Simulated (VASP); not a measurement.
Data:

```
C35NSi36
1.0
    4.64098    -8.03841     0.00000
    4.64098     8.03841     0.00000
    0.00000     0.00000    10.12768
Si C N
36 35 1
Cartesian
  9.27908  -0.00404   0.00929
  9.27725   0.00223   5.06478
  1.53911  -0.90055   7.61141
  1.54246   0.88987   2.54452
  1.54948   2.67817   0.01024
  6.18325  -5.36352   5.06536
  3.09556   1.78925   7.61232
  3.09373   3.57085   2.53726
  3.09582   5.35662   0.00838
  3.09678   5.35425   5.06193
  4.64021   4.46297   7.60943
  4.63777   6.24855   2.53715
  6.18574   5.35607   0.00945
  6.18061   5.35402   5.06288
  3.08642  -3.57628   7.61215
  3.08687  -1.79241   2.54053
  3.09460  -0.00477   0.00870
  3.06591   0.01024   5.06381
  4.63814  -0.89604   7.63744
  4.63655   0.89520   2.54053
  4.64058   2.67911   0.00931
  4.63839   2.68253   5.06251
  6.18550   1.79063   7.61165
  6.18490   3.57104   2.53917
  7.73161   2.67931   0.01046
  7.73581   2.67589   5.06606
  4.64016  -6.25418   7.60803
  4.64015  -4.46944   2.54466
  4.64096  -2.67807   0.00877
  4.63938  -2.70974   5.06362
  6.19403  -3.57787   7.61137
  6.19033  -1.79124   2.53867
  6.18161  -0.00315   0.00788
  6.20641   0.01113   5.06419
  7.73654  -0.90074   7.61114
  7.73035   0.89152   2.54449
  9.27913  -0.00180   8.23440
  9.27713  -0.00386   3.17032
  1.55440  -0.90028   5.69341
  1.54914   0.88772   0.62692
  1.54661   2.67588   8.23539
  1.54700   2.67680   3.17078
  3.10176   1.77422   5.69397
  3.09445   3.57110   0.62529
  3.09345   5.35572   8.23559
  7.73288  -2.68253   3.16820
  4.63886   4.46306   5.69131
  4.64036   6.25041   0.62524
  6.18656   5.35637   8.23641
  6.18420   5.35652   3.16945
  3.09447  -3.56208   5.69377
  3.09460  -1.78863   0.62691
  3.09711  -0.00673   8.21505
  3.10124  -0.01017   3.18658
  4.63726   0.88965   0.62673
  4.64121   2.67696   8.23630
  4.63885   2.67706   3.16910
  6.17499   1.77600   5.69348
  6.18659   3.57084   0.62714
  7.73461   2.67716   8.23550
  7.73200   2.67833   3.17186
  4.63830  -6.25376   5.69057
  4.64142  -4.46317   0.62674
  4.64034  -2.67531   8.21523
  4.63945  -2.66893   3.18594
  6.18473  -3.56253   5.69330
  6.18694  -1.78717   0.62503
  6.17867  -0.00587   8.21442
  6.17191  -0.00967   3.18643
  7.71785  -0.89938   5.69276
  7.72658   0.88902   0.62629
  4.63767  -0.89690   5.69756
```
Cell charge +1.

Calculation: HSE06 screened hybrid, VASP's PBE PAW potentials (set 64) (plane waves; VASP). Settings: PREC = Normal, LREAL = Auto, ISYM = 0, NELECT = 288.0, EDIFF = 1E-5, 400 eV cut-off, 1×1×1 Γ-centred mesh, Gaussian smearing of 0.050 eV, potentials Si C N.

The cell is charged, with a uniform compensating background. The supercell is sampled at Γ alone, which is coarse: total energies, pressure and levels can be off, energies of defects by several tenths of an eV.

Estimate the energy per atom (σ→0).

The energy per atom (σ→0) comes out as -8.763 eV/atom.

Only differences to runs with the same potentials and settings are physical.

The cell is a supercell with a defect, built from SiC (4h): N_C, charge +1. The cell's shape comes from a PBE relaxation. The run is not spin-polarised, so no state with unpaired spins was tried.
